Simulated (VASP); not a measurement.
Data:

```
CELL_PARAMETERS angstrom
      0.00809     3.88402     3.87485
      3.88402     0.00809     3.87485
      1.94606     1.94606     0.00000
ATOMIC_POSITIONS crystal
  Rh 0.00000 0.00000 0.00000
  Pt 0.00000 0.50000 0.00000
  Pt 0.50000 0.00000 0.00000
  Pt 0.50000 0.50000 0.00000
```

Method: PBEsol GGA, VASP's PBE PAW potentials (set 64) (plane waves; VASP 6.6.1). Run with 400 eV cut-off, 8×8×15 Γ-centred mesh, tetrahedra with Blöchl corrections, potentials Rh_pv Pt.

The cores are frozen, which limits the accuracy of field gradients.

Problem. Give the principal components of the electric field gradient (V/Å²) and the asymmetry η at each nucleus.

Solution. 
```
atom    Vxx    Vyy   Vzz     η
----  -----  -----  ----  ----
Rh1    -8.3   -3.7  12.0  0.38
Pt2   -40.2   -2.7  42.9  0.87
Pt3   -40.2   -2.7  42.9  0.87
Pt4   -21.5  -14.3  35.8  0.20
```

The structure was generated: Pt3Rh was put into an ordered model structure (Cmmm), which need not be its known phase. It was relaxed first.
